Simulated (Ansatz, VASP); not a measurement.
# Cross-check of Au (Au wire along [111], 19 atoms a period) between VASP and Ansatz, part 3 of 3

Aim: how closely do two programs agree when they are given the same cell, functional and k mesh? Of the first pair: The structure shown is the start of the Ansatz relaxation below; VASP solves that cell, so the two are compared at the walk's first step.

VASP 6.6.1 and Ansatz 0.2.0.

So far. Step 4 (Side by side): The forces differ by 3.0 meV/Å r.m.s., which is 0.7 % of the r.m.s. force of 0.427 eV/Å (both taken over all components).

## Step 5: Ansatz: relaxation, PBE

Level of this step: Ansatz beside VASP: Kohn-Sham DFT, plane waves, PBE (Ansatz).

This run makes the geometry at which the two programs are then compared. The cell compared in this pair holds 1186.77 Å³, against 1242.20 Å³ for the pair before.

The structure compared here is the end of the Ansatz relaxation.

input.yaml

```yaml
crystal:
  lattice:
    - [12.683, 0.0, 0.0]
    - [0.0, 13.593, 0.0]
    - [0.0, 0.0, 7.2053313595]
  atoms:
    - { symbol: Au, position: [0.268075376, 0.500009253, 0.0] }
    - { symbol: Au, position: [0.38404022, 0.687419636, 0.0] }
    - { symbol: Au, position: [0.500005063, 0.500009253, 0.0] }
    - { symbol: Au, position: [0.615969906, 0.687419636, 0.0] }
    - { symbol: Au, position: [0.268075376, 0.624949508, 0.333333333] }
    - { symbol: Au, position: [0.38404022, 0.437539125, 0.333333333] }
    - { symbol: Au, position: [0.500005063, 0.624949508, 0.333333333] }
    - { symbol: Au, position: [0.500005063, 0.250128743, 0.333333333] }
    - { symbol: Au, position: [0.615969906, 0.437539125, 0.333333333] }
    - { symbol: Au, position: [0.731934749, 0.624949508, 0.333333333] }
    - { symbol: Au, position: [0.268075376, 0.375068998, 0.666666667] }
    - { symbol: Au, position: [0.38404022, 0.562479381, 0.666666667] }
    - { symbol: Au, position: [0.500005063, 0.375068998, 0.666666667] }
    - { symbol: Au, position: [0.500005063, 0.749889763, 0.666666667] }
    - { symbol: Au, position: [0.615969906, 0.562479381, 0.666666667] }
    - { symbol: Au, position: [0.731934749, 0.375068998, 0.666666667] }
    - { symbol: Au, position: [0.38404022, 0.31259887, 0.0] }
    - { symbol: Au, position: [0.615969906, 0.31259887, 0.0] }
    - { symbol: Au, position: [0.731934749, 0.500009253, 0.0] }
kpoints:
  mp_grid: { grid: [1, 1, 12] }
scf:
  occupations: { method: fermi_dirac, width: 0.05 }
hamiltonian:
  xc: pbe
  pseudopotentials: { kind: paw, azcp: { folder: soft_1 } }
relax:
  cell: { fix: [a, b, alpha, beta, gamma] }
  max_steps: 45
  f_tol: 0.03
```

Run with:

```bash
$ ansatz run input.yaml --threads 4 --pin off --max-ram 16384MiB --backend cpu --events-out ev --progress --plain --runs-dir out
```

Numbers of over 12 decimals in the logs are rounded to 6 here.

The program printed:

```text
[...]
Crystal: 19 atoms, lattice volume = 1242.199 Å³
Basis set: ecut = 420 eV, 24219 PW (Γ), exchange–correlation on 180×192×100 points (8 copies of the dense FFT grid, shifted against one another)
Bands: 217, of which v1, the nominal top of the filled ones, is band 181 counted from 1 (180 counted from 0)
Symmetry: 4 space group operations
[...]
k-points: 7 of 12
[...]
- { symbol: Au, position: [0.371125, 0.430576, 0.339986] }
    - { symbol: Au, position: [0.500005, 0.638805, 0.340312] }
    - { symbol: Au, position: [0.500005, 0.260870, 0.317229] }
[...]
- { symbol: Au, position: [0.722150, 0.380579, 0.682357] }
    - { symbol: Au, position: [0.385138, 0.314500, -0.000274946] }
    - { symbol: Au, position: [0.614872, 0.314500, -0.000274946] }
    - { symbol: Au, position: [0.729999, 0.500009, 0] }
[key lines of the parts left out:]
SCF converged after 7 iterations
Free energy (F): -249862.681839 eV
Fermi energy:    1.837457 eV
P = ⅓ Tr σ = -0.0234 GPa (-0.234 kbar)
```

## Step 6: VASP: single point, PBE, relaxed cell, pair 2

The same cell, functional, mesh and smearing now go to VASP, with its own data sets.

INCAR

```
SYSTEM = Au
PREC = Accurate
ENCUT = 500
EDIFF = 1E-06
NELM = 120
ISMEAR = -1
SIGMA = 0.05
LREAL = .FALSE.
ALGO = Normal
GGA = PE
NBANDS = 129
LASPH = .TRUE.
LORBIT = 11
LWAVE = .FALSE.
LCHARG = .FALSE.
ISIF = 2
GGA_COMPAT = .FALSE.
KPAR = 4
```

POSCAR

```
Au
1.0
   12.6830000000      0.0000000000      0.0000000000
    0.0000000000     13.5930000000      0.0000000000
    0.0000000000      0.0000000000      6.8838256330
Au
19
Direct
    0.2700059354      0.5000092530      0.0000000000
    0.3851326755      0.6855188055      0.0002749465
    0.5000000000      0.5000092530      0.0000000000
    0.6148673244      0.6855188055      0.0002749465
    0.2778555011      0.6194399043      0.3176428676
    0.3711197828      0.4305755329      0.3399862789
    0.5000000000      0.6388050645      0.3403124836
    0.5000000000      0.2608699001      0.3172292995
    0.6288802172      0.4305755329      0.3399862789
    0.7221444989      0.6194399043      0.3176428676
    0.2778555011      0.3805786017      0.6823571324
    0.3711197828      0.5694429731      0.6600137211
    0.5000000000      0.3612134415      0.6596875164
    0.5000000000      0.7391486059      0.6827707005
    0.6288802172      0.5694429731      0.6600137211
    0.7221444989      0.3805786017      0.6823571324
    0.3851326755      0.3144997005      0.9997250535
    0.6148673244      0.3144997005      0.9997250535
    0.7299940645      0.5000092530      0.0000000000
```

KPOINTS

```
Automatic mesh
0
Gamma
1 1 12
0 0 0
```

The projector-augmented-wave data sets are Au (PBE family, release 64).

Run with:

```bash
$ mpirun -np 4 vasp_std
```

The program printed:

```text
[banner, memory and clock lines left out]
running    4 mpi-ranks, on    1 nodes
[...]
[... a notice as in an earlier step ...]

 LDA part: xc-table for (Slater+PW92), standard interpolation
 POSCAR, INCAR and KPOINTS ok, starting setup
[...]
entering main loop
       N       E                     dE             d eps       ncg     rms          rms(c)
DAV:   1     0.137054018237E+04    0.13705E+04   -0.83664E+04  1806   0.129E+03
DAV:   2     0.520135102040E+02   -0.13185E+04   -0.12025E+04  2172   0.253E+02
DAV:   3    -0.523495264780E+02   -0.10436E+03   -0.98766E+02  2106   0.659E+01
DAV:   4    -0.548394157020E+02   -0.24899E+01   -0.24743E+01  2075   0.995E+00
[...]
DAV:  16    -0.509616252439E+02   -0.42082E-05   -0.10123E-06  1232   0.223E-03    0.104E-03
DAV:  17    -0.509616264173E+02   -0.11733E-05   -0.29531E-07  1206   0.185E-03    0.531E-04
DAV:  18    -0.509616271769E+02   -0.75962E-06   -0.76236E-08  1160   0.567E-04
   1 F= -.50961627E+02 E0= -.50943828E+02  d E =-.355982E-01
```

From OUTCAR (step 6):

```text
  Total       -0.9877851     -0.6796838     -0.1799264      0.0000000      0.0094104      0.0000000
  in kB       -1.3335395     -0.9175935     -0.2429060      0.0000000      0.0127043      0.0000000
  external PRESSURE =      -0.8313463 kB  Pullay stress =       0.0000000 kB

 POSITION                                       TOTAL-FORCE (eV/Angst)
 -----------------------------------------------------------------------------------
      3.42449      6.79663      0.00000         0.015992     -0.000000      0.000000
      4.88464      9.31826      0.00189         0.007615     -0.014480      0.000218
      6.34150      6.79663      0.00000        -0.000000      0.000000      0.000000
      7.79836      9.31826      0.00189        -0.007615     -0.014480      0.000218
      3.52404      8.42005      2.18660         0.006176     -0.002048      0.012168
      4.70691      5.85281      2.34041         0.011750      0.006770     -0.007294
      6.34150      8.68328      2.34265        -0.000000     -0.015493     -0.006722
      6.34150      3.54600      2.18375        -0.000000      0.007060      0.010610
      7.97609      5.85281      2.34041        -0.011750      0.006770     -0.007294
      9.15896      8.42005      2.18660        -0.006176     -0.002048      0.012168
      3.52404      5.17320      4.69723         0.006176      0.002048     -0.012168
      4.70691      7.74044      4.54342         0.011750     -0.006770      0.007294
      6.34150      4.90997      4.54117        -0.000000      0.015493      0.006722
      6.34150     10.04725      4.70007        -0.000000     -0.007060     -0.010610
[...]
-----------------------------------------------------------------------------------
    total drift:                                0.000002      0.000000     -0.000000

  FREE ENERGIE OF THE ION-ELECTRON SYSTEM (eV)
  ---------------------------------------------------
  free  energy   TOTEN  =       -50.9616271769 eV

  energy  without entropy=      -50.9260290138  energy(sigma->0) =      -50.94382810

[... 1 part as in an earlier step ...]

[... 2 further parts left out ...]
[key lines of the parts left out:]
E-fermi :  -1.1928
```

## Step 7: Side by side

What differs besides the data sets and the points named for the pairs above, as far as they apply: the data sets hold 361 valence electrons in Ansatz (on its PAW soft_1 files) and 209 in VASP; the cutoff is 420 eV in Ansatz and 500 eV in VASP; Ansatz's pressure holds a Pulay correction, VASP's none. Total energies have different zeros and are not compared.

Both answers:

```csv
quantity,Ansatz,VASP,difference
pressure (GPa),-0.02,-0.08,+0.06
```

At this near-relaxed geometry the largest component of a force difference is 10 meV/Å.

## Step 8: Summary of results

```
r.m.s. force difference (single point, PBE, start cell, pair 1)  : 0.70 % of the r.m.s. force
difference in pressure (single point, PBE, relaxed cell, pair 2) : 0.060 GPa
```

What this shows: The r.m.s. force difference is 0.70 % of the r.m.s. force (single point, PBE, start cell, pair 1), within the 3 % picked in this series as the mark of a large difference. The data sets hold unlike numbers of valence electrons (361 in Ansatz and 209 in VASP), so part of the differences comes from the potentials. How closely two codes agree says nothing of how well the functional describes the real material.

[Lines on the potential files, build, host, timing and source positions are cut from VASP's logs without a mark.]

[Logs are printed without paths, hosts, clocks, repeated set-up lines and the standing remarks that a program may print on its own settings, such as how far it seeks lower states.]

[Hosts, paths, dates, database ids (printed as entryN), source tags and the programs' standing remarks are cut or masked in the printed files.]
